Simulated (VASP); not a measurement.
A convergence study with VASP on La (space group no. 194 when undisturbed): a few settings are varied, all else stays as given below, so the limit is that of these other settings. One atom is moved off its site, so that forces are finite.

```xyz
4
Lattice="1.8756 -3.2486 0.0000 1.8756 3.2486 0.0000 0.0000 0.0000 12.0992" Properties=species:S:1:pos:R:3 pbc="T T T"
La     0.0000     0.0000     6.0996
La     0.0000     0.0000     0.0000
La     1.8756     1.0829     3.0248
La     1.8756    -1.0829     9.0744
```

Calculation: PBEsol GGA, VASP's PBE PAW potentials (set 64) (plane waves; VASP). The last row used: 300 eV cut-off, 19×19×5 Γ-centred mesh, tetrahedra with Blöchl corrections, potentials La.

```
setting       E (eV/atom)  pressure (GPa)  largest force (eV/Å)  irreducible k-points
------------  -----------  --------------  --------------------  --------------------
4×4×2 mesh        -5.2778           -1.71                 0.062                     8
5×5×2 mesh        -5.3096           -1.87                 0.038                    10
7×7×2 mesh        -5.3425           -2.18                 0.087                    16
8×8×3 mesh        -5.3312           -2.03                 0.074                    25
10×10×3 mesh      -5.3284           -1.91                 0.075                    36
12×12×4 mesh      -5.3295           -2.06                 0.075                    69
15×15×4 mesh      -5.3290           -2.04                 0.079                   100
19×19×5 mesh      -5.3286           -2.06                 0.080                   180
```

Left out are rungs that failed or repeat a setting and relaxations that didn't move; long series are thinned to 24 rows.

The structure is a typed La crystal (space group no. 194). The cell was not relaxed at this level, it is distorted from the ideal structure.
